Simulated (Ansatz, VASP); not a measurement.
# Ru (Ruthenium) in two plane-wave programs, part 2 of 2

Aim: how closely do two programs agree when they are given the same cell, functional and k mesh? The cell is taken from a series of runs on this material, whose earlier steps may have relaxed, scaled, displaced or heated it; both programs get it as it stands.

VASP 6.6.1 and Ansatz 0.2.0.

So far: Starting point; VASP: zone-centre phonons, PBEsol.

## (3) Ansatz: zone-centre phonons, PBEsol

Level of this step: Ansatz beside VASP: Kohn-Sham DFT, plane waves, PBEsol (Ansatz).

Ansatz runs on its PAW soft_1 files.

The same cell, functional, mesh and smearing now go to Ansatz, which takes its cutoff from its data sets.

input.yaml reads:

```yaml
crystal:
  lattice:
    - [2.7041832794, 0.0, 0.0]
    - [-1.3520916397, 2.3418914165, 0.0]
    - [0.0, 0.0, 4.1643098951]
  atoms:
    - { symbol: Ru, position: [0.3333333281, 0.6666666719, 0.25] }
    - { symbol: Ru, position: [0.6666666719, 0.3333333281, 0.75] }
kpoints:
  mp_grid: { grid: [18, 18, 12] }
hamiltonian:
  xc: pbesol
  pseudopotentials: { kind: paw, azcp: { folder: soft_1 }, xc_functional: pbe }
scf:
  occupations: { method: methfessel_paxton, width: 0.2 }
output:
  eigenvalues: true
phonons:
  method: dfpt
```

Launch:

```console
> ansatz run input.yaml --threads 4 --pin off --max-ram 10240MiB --backend cpu --events-out ev --progress --plain --runs-dir out
```

Numbers of over 12 decimals in the logs are rounded to 6 here.

What it wrote:

```text
zone centre: on kpoints.mp_grid the ground state, and the responses unless they are solved on pairs of k-points, stand on 637 of the mesh's 3888 k-points, reduced under 4 symmetry operations, with k and −k counted as one. Each operation leaves every solved displacement unchanged or reverses it
Engine: ansatz 0.2.0, x86_64-unknown-linux-gnu
Pseudopotentials: kind: paw
Pseudopotential: Ru, paw, valence charge 16, recommended cutoff 420 eV (normal), soft_1/Ru.paw.azcp
Functional definition: PBEsol
  exchange = pbesol_x
  correlation = pbesol_c
Crystal: 2 atoms, lattice volume = 26.372 Å³
Basis set: ecut = 420 eV, 523 PW (Γ), exchange–correlation on 40×40×60 points (8 copies of the dense FFT grid, shifted against one another)
Bands: 20, of which v1, the nominal top of the filled ones, is band 16 counted from 1 (15 counted from 0)
Symmetry: 24 space group operations
k-points: 637 of 3888 (irreducible under 4 space group operations, time reversal used)
Non-local potential: Ru, projectors of the file, l = 0: 3, l = 1: 2, l = 2: 2, l = 3: 1
PAW form: soft (Blöchl's): semilocal exchange-correlation on the pseudo side does not see the compensation charge
PAW frozen core: Ru, regenerated for the run's functional, and the local potential with it (the file was generated under x = pbe(κ = 0.804, μ = 0.219515), c = pbe(β = 0.066725))
PAW one-centre angular grid: Ru, 590 points (default); XC on 64 Gauss nodes
Initial density: superposition of atomic densities (chi_scale 0.1, normalization cell)
Initial wavefunctions: pseudopotential atomic-orbital guess
Functional: x = pbesol(κ = 0.804, μ = 0.123457), c = pbesol(β = 0.046)
SCF iter   1: F=—  HF=-11634.513085 eV  |F-HF|=—  |Δ(HF+E_count)|=         —  Δρ=1.31e-1  dr2=4.27e0  ethr=3.10e-3  ⟨swp⟩=5.1  Hψ=111282  notcnv=0  defer=63
automatic band count: the SCF goes on with 24 bands, as 20 were too few: they end inside the smearing window of the response
preconditioner: auto → none  [metal: Δε(μ)=0.013 eV  Ē_g=11.826 eV  σ=0.200 eV  W_gap=0.06  n_scr=8 (ndim 8)  ℏωp=28.9 eV  f_vac=0.000  D(μ)=1.42/eV (n_scr^D=22)  sad-step TF]
SCF iter   2: F=—  HF=-11633.524738 eV  |F-HF|=—  |Δ(HF+E_count)|=   9.88e-1  S|Δr|=    0.00e0  Δρ=7.44e-2  dr2=1.37e0  ethr=3.10e-3  ⟨swp⟩=2.8  Hψ=29895  notcnv=0  defer=1784
SCF iter   3: F=—  HF=-11633.073106 eV  |F-HF|=—  |Δ(HF+E_count)|=   4.52e-1  S|Δr|=    0.00e0  Δρ=3.77e-3  dr2=1.50e-3  ethr=3.10e-3  ⟨swp⟩=2.1  Hψ=21995  notcnv=0  defer=1784
SCF iter   4: F=—  HF=-11633.074669 eV  |F-HF|=—  |Δ(HF+E_count)|=   1.56e-3  S|Δr|=    0.00e0  Δρ=3.06e-4  dr2=6.57e-6  ethr=4.69e-6  ⟨swp⟩=2.5  Hψ=30425  notcnv=0  defer=1661
SCF iter   5: F=—  HF=-11633.074679 eV  |F-HF|=—  |Δ(HF+E_count)|=   1.02e-5  S|Δr|=    0.00e0  Δρ=1.09e-4  dr2=1.72e-6  ethr=2.05e-8  ⟨swp⟩=2.0  Hψ=23183  notcnv=0  defer=1661
SCF iter   6: F=—  HF=-11633.074678 eV  |F-HF|=—  |Δ(HF+E_count)|=   1.39e-6  S|Δr|=    0.00e0  Δρ=1.91e-5  dr2=4.48e-8  ethr=5.37e-9  ⟨swp⟩=2.4  Hψ=23018  notcnv=0  defer=1661
SCF iter   7: F=—  HF=-11633.074678 eV  |F-HF|=—  |Δ(HF+E_count)|=   1.68e-8  S|Δr|=    0.00e0  Δρ=2.12e-6  dr2=8.83e-10  ethr=1.40e-10  ⟨swp⟩=3.0  Hψ=25845  notcnv=0  defer=1661
SCF iter   8: F=-11633.074678 eV  HF=-11633.074678 eV  |F-HF|=1.82e-12  |Δ(HF+E_count)|=  4.37e-11  S|Δr|=    0.00e0  Δρ=1.48e-7  dr2=4.38e-12  ethr=1.00e-12  ⟨swp⟩=9.0  Hψ=89094  notcnv=0
SCF 1 converged in 8 iterations: F = -11633.074678 eV  dr2 = 4.38e-12
  greatest PAW one-centre occupation: 1.000 electrons in one spin orbital (limit 2), on the Ru atom at site 1 (counted from 0), in its partial waves of l = 0
DFPT response loops at Γ: preconditioner auto → Kerker (q_TF=auto, 2.818 Å⁻¹) (partly filled bands, converged f_vac=0.000); β = 1.00, the filter's whole step (`scf.mixing.beta` (0.50) is not read by the response loops under this deck's `scf.mixing.preconditioner`; to damp them name `kerker` or `kerker_dos`, under which they read `scf.mixing.beta`, and type it under 1.00, their step now; both keys bind the ground state too); Broyden in place of MSR1
SCF converged after 8 iterations
Stability not checked: this state was not tested for a lower state beside it, because cold or Methfessel-Paxton smearing, or corrected tetrahedra, fill the levels in a way that the test cannot read (fill_not_monotonic; see scf.lower_state_search)
Free energy (F): -11633.074678 eV
Harris-Foulkes:  -11633.074678 eV  (|F-HF|=1.82e-12)
Internal energy: -11633.074542 eV  (E = F + TS)
E sigma→0 (E₀):  -11633.074644 eV
Entropy (-TS):   -0.000136 eV (-0.068 meV/atom)
Fermi energy:    24.035738 eV
--- Per-component energies (eV) ---
  E_band       = -92.235163
  E_kinetic    = 922.782581
  E_local      = -2482.636384  (includes V_loc(G=0)·N_el)
  E_nonlocal   = 828.632510
  E_hartree    = 821.505492
  E_xc         = -339.370927
  E_vxc        = -430.607118  (∫ρ·V_xc dr)
  E_paw        = -6880.112532  (= ΣΔE_a)
  E_vpaw       = -573.419071  (= ΣTr[D̂ρ^β])
  E_aug_tail   = 0.001211  (compensation charges beyond the density's cutoff)
  E_ewald      = -4504.383086
  E_core_change = 0.506593  (= ΣΔE_core)
  E_smearing   = -0.000136  (= −TS)
  E_closure    = 0.000000  (closes the sum)
  Σ components = -11633.074678   (vs F -11633.074678, Δ=0.00e0)
--- Band table (eV; the first three rows and the last of 637) ---
  k-point 0: bands = [... 12 lower, 21.7543, 22.0557, 22.0557, 22.3551, 22.3551, 25.2704, 25.2704, 25.6238, ... 4 higher]
  k-point 1: bands = [... 12 lower, 21.7074, 21.9962, 21.9962, 22.4996, 22.4996, 25.2856, 25.2856, 25.3375, ... 4 higher]
  k-point 2: bands = [... 12 lower, 21.5771, 21.8367, 21.8367, 22.8456, 22.8456, 24.6066, 25.3093, 25.3093, ... 4 higher]
  k-point 636: bands = [... 12 lower, 21.2668, 21.2668, 22.5984, 22.5984, 25.7273, 25.7273, 29.1898, 29.1898, ... 4 higher]
--- Phonons (Γ-DFPT): 2 representative perturbations + reference, on 637 of 3888 k-points (Σ response iterations 6) ---
  k mesh reduced under 4 symmetry operations, with k and −k counted as one. Each operation leaves every solved displacement unchanged or reverses it
  ASR residual: 1.348e-4 → 0.000e0 eV/Å²; symmetrization residual: 4.299e-13 eV/Å²
  ASR residual per site (eV/Å²): 1.35e-4 1.35e-4
  Γ frequencies (cm⁻¹): 0.00 0.00 0.00 216.74 216.74 296.73
  non-analytic LO–TO correction: not included (Born effective charges unavailable; polar crystals: no LO–TO splitting at Γ)
```

The column dr2 measures how far the density is from self-consistency, as an energy; F and HF (Harris–Foulkes) agree once it is small.

## (4) Comparison

Known differences besides the potentials themselves: the data sets hold 32 valence electrons in Ansatz (on its PAW soft_1 files) and 28 in VASP; the cutoff is 420 eV in Ansatz and 500 eV in VASP; Ansatz makes its cores anew for this functional, VASP keeps those of its PBE data sets. Total energies have different zeros and are not compared.

The two programs side by side:

```
                  quantity  Ansatz   VASP  difference
optical mode 1 to 2 (cm⁻¹)   216.7  217.0     -0.14 %
     optical mode 3 (cm⁻¹)   296.7  297.3     -0.21 %
```

Modes are paired by rising frequency, not by their patterns, so a pair may set unlike modes beside each other; they are those without the splitting of longitudinal modes.

## (5) Results

```yaml
r_m_s_difference_of_the_optical_zone_centre_modes_each_program_s_sorted_by_frequency_zone_centre_phonons_pbesol: 0.43 cm⁻¹
```

**Reading.** The r.m.s. difference of the optical zone-centre modes, each program's sorted by frequency is 0.43 cm⁻¹ (zone-centre phonons, PBEsol). The data sets hold unlike numbers of valence electrons (32 in Ansatz and 28 in VASP), so part of the differences comes from the potentials. Such differences can come from data sets, numerical settings and the points named under the comparisons, not from the functional's error against experiment.

[Lines on the potential files, build, host, timing and source positions are cut from VASP's logs without a mark.]

[Logs are printed without paths, hosts, clocks, repeated set-up lines and the standing remarks that a program may print on its own settings, such as how far it seeks lower states.]

[Hosts, paths, dates, database ids (printed as entryN), source tags and the programs' standing remarks are cut or masked in the printed files.]
